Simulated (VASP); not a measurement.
A VASP calculation is set up with these files.

INCAR:
```
SYSTEM = AsPt
PREC = Accurate
ENCUT = 400
EDIFF = 1E-6
NELM = 25
ALGO = VeryFast
LREAL = .FALSE.
LASPH = .TRUE.
ISMEAR = 0
SIGMA = 0.05
GGA = PE
LMAXMIX = 6
LWAVE = .FALSE.
LCHARG = .FALSE.
ISIF = 2
HFSCREEN = 0.2
AEXX = 0.25
LHFCALC = .TRUE.
PRECFOCK = Fast
ISYM = 3
```

File POSCAR:
```
AsPt
1
    3.4639990000     0.0000000000     0.0000000000
   -1.7320000000     2.9999110000     0.0000000000
    0.0000000000     0.0000000000     3.3806920000
Pt As
1 1
Direct
  0.0000000000   0.0000000000   0.0000000000
  0.6666670000   0.3333330000   0.5000000000
```

KPOINTS:
```
Automatic mesh
0
Gamma
2 2 2
0 0 0
```

POTCAR, in this order: Pt As (PBE.64 set). Program: vasp_std.

Q: What happens when VASP runs on this input?

A: There is a fault: a hybrid functional was run with ALGO = VeryFast. The run did not converge; its last values are not results. Against the sound run, the energy per atom (σ→0) goes up by 24.757 eV/atom; the pressure decreases by 88.38 GPa.

standard output:
```
 POSCAR found type information on POSCAR PtAs
 POSCAR found :  2 types and       2 ions
 Reading from existing POTCAR
 Reading from existing POTCAR
 LDA part: xc-table for (Slater+PW92), standard interpolation
 POSCAR, INCAR and KPOINTS ok, starting setup
 WAVECAR not read
 entering main loop
       N       E                     dE             d eps       ncg     rms          rms(c)
RMM:   1    -0.270670586732E+04   -0.27067E+04   -0.40651E+03    44   0.804E+02
RMM:   2    -0.282429954566E+04   -0.11759E+03   -0.11616E+03    44   0.220E+02
RMM:   3    -0.284991724212E+04   -0.25618E+02   -0.26648E+02    44   0.908E+01
RMM:   4    -0.285776056002E+04   -0.78433E+01   -0.74319E+01    44   0.537E+01
RMM:   5    -0.285925602768E+04   -0.14955E+01   -0.20012E+01    44   0.276E+01
RMM:   6    -0.285954172613E+04   -0.28570E+00   -0.75984E+00    44   0.165E+01
RMM:   7    -0.285936465770E+04    0.17707E+00   -0.43876E+00    44   0.116E+01
RMM:   8    -0.285931371523E+04    0.50942E-01   -0.34811E+00    44   0.101E+01
RMM:   9    -0.285913698942E+04    0.17673E+00   -0.14465E+00   137   0.857E+00
RMM:  10    -0.285919838206E+04   -0.61393E-01   -0.81430E-01   131   0.617E+00
RMM:  11    -0.285920170752E+04   -0.33255E-02   -0.10311E+00   136   0.615E+00
RMM:  12    -0.285922379834E+04   -0.22091E-01   -0.95062E-01   140   0.602E+00    0.214E+01
RMM:  13     0.350989399562E+02    0.28943E+04   -0.43014E+01   172   0.550E+01    0.131E+01
RMM:  14     0.359142970545E+02    0.81536E+00   -0.12317E+01   156   0.263E+01    0.358E+00
RMM:  15     0.368376183390E+02    0.92332E+00   -0.35806E-01   134   0.527E+00    0.206E+00
RMM:  16     0.368385778273E+02    0.95949E-03   -0.38790E-01   136   0.437E+00    0.111E+00
RMM:  17     0.368377536606E+02   -0.82417E-03   -0.25285E-01   137   0.420E+00    0.537E-01
RMM:  18     0.368519810839E+02    0.14227E-01   -0.29676E-01   137   0.407E+00    0.377E-01
RMM:  19     0.368631628351E+02    0.11182E-01   -0.26120E-01   143   0.423E+00    0.188E-01
RMM:  20     0.368575279664E+02   -0.56349E-02   -0.27521E-01   144   0.406E+00    0.121E-01
RMM:  21     0.368671826237E+02    0.96547E-02   -0.27916E-01   143   0.421E+00    0.104E-01
RMM:  22     0.368602211041E+02   -0.69615E-02   -0.25574E-01   143   0.409E+00    0.902E-02
RMM:  23     0.368694890086E+02    0.92679E-02   -0.30872E-01   145   0.430E+00    0.110E-01
RMM:  24     0.368556515996E+02   -0.13837E-01   -0.26101E-01   146   0.413E+00    0.869E-02
RMM:  25     0.368680183942E+02    0.12367E-01   -0.34937E-01   148   0.432E+00

 -----------------------------------------------------------------------------
|                                                                             |
|           W    W    AA    RRRRR   N    N  II  N    N   GGGG   !!!           |
|           W    W   A  A   R    R  NN   N  II  NN   N  G    G  !!!           |
|           W    W  A    A  R    R  N N  N  II  N N  N  G       !!!           |
|           W WW W  AAAAAA  RRRRR   N  N N  II  N  N N  G  GGG   !            |
|           WW  WW  A    A  R   R   N   NN  II  N   NN  G    G                |
|           W    W  A    A  R    R  N    N  II  N    N   GGGG   !!!           |
|                                                                             |
|     The electronic self-consistency was not achieved in the given           |
|     number of steps (NELM). The forces and other quantities evaluated       |
|     might not be reliable so examine the results carefully. If you find     |
|     spurious results, we suggest increasing NELM, if you were close to      |
|     convergence or switching to a different ALGO or adjusting the           |
|     density mixing parameters otherwise.                                    |
|                                                                             |
 -----------------------------------------------------------------------------

   1 F= 0.36868018E+02 E0= 0.36872839E+02  d E =-.964139E-02
```

**OUTCAR**
```
------------------------ aborting loop EDIFF was not reached (unconverged)  ----------------------------
  FORCE on cell =-STRESS in cart. coord.  units (eV):
  Direction    XX          YY          ZZ          XY          YZ          ZX
  --------------------------------------------------------------------------------------
  Total      -20.4654085    -20.4654067    -21.7088594      0.0000034      0.0000000      0.0000000
  in kB     -933.3386827   -933.3386001   -990.0470940      0.0001556      0.0000000      0.0000000
  external PRESSURE =    -952.2414589 kB  Pullay stress =       0.0000000 kB
  volume of cell :       35.13
      direct lattice vectors                 reciprocal lattice vectors
     3.463999000  0.000000000  0.000000000     0.288683686  0.166671659  0.000000000
    -1.732000000  2.999911000  0.000000000     0.000000000  0.333343223  0.000000000
     0.000000000  0.000000000  3.380692000     0.000000000  0.000000000  0.295797428
 POSITION                                       TOTAL-FORCE (eV/Angst)
 -----------------------------------------------------------------------------------
      0.00000      0.00000      0.00000        -0.000000     -0.000000      0.000000
      1.73200      0.99997      1.69035         0.000000      0.000000      0.000000
 -----------------------------------------------------------------------------------
    total drift:                               -0.000883      0.001822      0.000441
  FREE ENERGIE OF THE ION-ELECTRON SYSTEM (eV)
  ---------------------------------------------------
  free  energy   TOTEN  =        36.8680183942 eV

  energy  without entropy=       36.8776597892  energy(sigma->0) =       36.87283909

  exchange ACFDT corr.  =        -0.08018751  see jH, gK, PRB 81, 115126
```
(Selected blocks of OUTCAR.)

To mend it, set ALGO = Normal.

The mended run (HSE06 screened hybrid, plane waves, VASP's PBE PAW potentials (set 64)) converges, and its OSZICAR ends with
```
   1 F= -.12645305E+02 E0= -.12640485E+02  d E =-.964139E-02
```

The structure was generated: AsPt was put into the WC type (P-6m2), which need not be its known phase. The cell was not relaxed at this level. The electron count is odd and the run is not spin-polarised, which forces a metal.
